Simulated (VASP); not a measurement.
Here is the system:

```
CELL_PARAMETERS angstrom
     -2.53950     2.53950     2.53950
      2.53950    -2.53950     2.53950
      2.53950     2.53950    -2.53950
ATOMIC_POSITIONS crystal
  Ba 0.00000 0.00000 0.00000
```

Computed with r2SCAN meta-GGA, VASP's PBE PAW potentials (set 64) (plane waves; VASP). Numerical set-up: 400 eV cut-off, 11×11×11 Γ-centred mesh, tetrahedra with Blöchl corrections, potentials Ba_sv.

Q: Give the energies of bands 5 to 8 at the high-symmetry points, in eV from the Fermi level.

A: 
```tsv
band	Γ	H	N	P
5	-2.84	-0.53	-0.82	0.56
6	2.12	-0.53	0.92	0.56
7	2.12	4.53	1.12	0.56
8	2.12	4.53	3.46	4.12
```

It has no gap at this level: it comes out as a metal or semimetal.

The structure comes from a measured Ba entry (Im-3m) of the Crystallography Open Database, whose conditions weren't checked. It was relaxed first.
